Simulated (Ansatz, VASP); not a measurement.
## Two plane-wave programs on Hf3Te

```
CELL_PARAMETERS angstrom
5.30324 0.00000 0.00000
0.00000 5.30324 0.00000
0.00000 0.00000 5.30324
ATOMIC_POSITIONS crystal
Hf 0.50000 0.00000 0.00000
Hf 0.00000 0.50000 0.00000
Hf 0.00000 0.00000 0.50000
Te 0.00000 0.00000 0.00000
```

Alike in both runs: task relaxation of cell and atoms; functional PBE; k mesh 10 × 10 × 10; occupations gaussian, width 0.1 eV; no spin polarisation.

|  | VASP | Ansatz |
| --- | --- | --- |
| version | VASP 6.6.1 | Ansatz 0.2.0 |
| potentials or method | VASP PAW PBE potentials, release 64 (Hf_pv, Te) | scalar-relativistic, plane waves, PAW |
| plane-wave cutoff (eV) | 600 | 420 |
| valence electrons in the cell | 36 | 94 |

Ansatz gave:

| Item | Value |
| --- | --- |
| gap on the k mesh at the Fermi level, each at its own relaxed structure (eV) | none |
| relaxed volume (Å³/atom) | 37.29 |
| relaxed cell length with the largest relative difference (Å) | 5.303 |

What did VASP give for the same quantities?

gap on the k mesh at the Fermi level, each at its own relaxed structure (eV): none; relaxed volume (Å³/atom): 37.17; relaxed cell length with the largest relative difference (Å): 5.298.

A gap of «none» marks a metal or a gap that the smearing closes. The two sets of potentials don't hold the same shells in valence.

Spin-orbit coupling is left out, which matters for the levels of Hf, Te.
